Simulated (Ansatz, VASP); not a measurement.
## Two plane-wave programs on B4F

```xyz
5
Lattice="2.0814 -1.5217 0.0000 2.0814 1.5217 0.0000 -0.5771 0.0000 6.2808" Properties=species:S:1:pos:R:3 pbc="T T T"
B     3.5812    0.0000    4.7342
B     1.7940    0.0000    3.9926
B     1.7917    0.0000    2.2882
B     0.0045    0.0000    1.5466
F     0.0000    0.0000    0.0000
```

Change from the starting cell: species swapped into the AlAu4 type (C2/m, No. 12).

Alike in both runs: task relaxation of cell and atoms; functional PBE; k mesh 16 × 16 × 6; occupations gaussian, width 0.1 eV; no spin polarisation.

|  | VASP | Ansatz |
| --- | --- | --- |
| version | VASP 6.6.1 | Ansatz 0.2.0 |
| potentials or method | VASP PAW PBE potentials, release 64 (B, F) | scalar-relativistic, plane waves, PAW |
| plane-wave cutoff (eV) | 600 | 420 |
| valence electrons in the cell | 19 | 19 |

|  | VASP | Ansatz | Ansatz less VASP |
| --- | --- | --- | --- |
| gap on the k mesh at the Fermi level, each at its own relaxed structure (eV) | none | none | - |
| relaxed volume (Å³/atom) | 7.94 | 7.95 | +0.008 |
| relaxed cell length with the largest relative difference (Å) | 2.576 | 2.578 | +0.0019 |

A gap of «none» marks a metal or a gap that the smearing closes.

Caveats: an odd number of electrons without spin polarisation forces a metal; a magnetic or distorted state may lie lower.
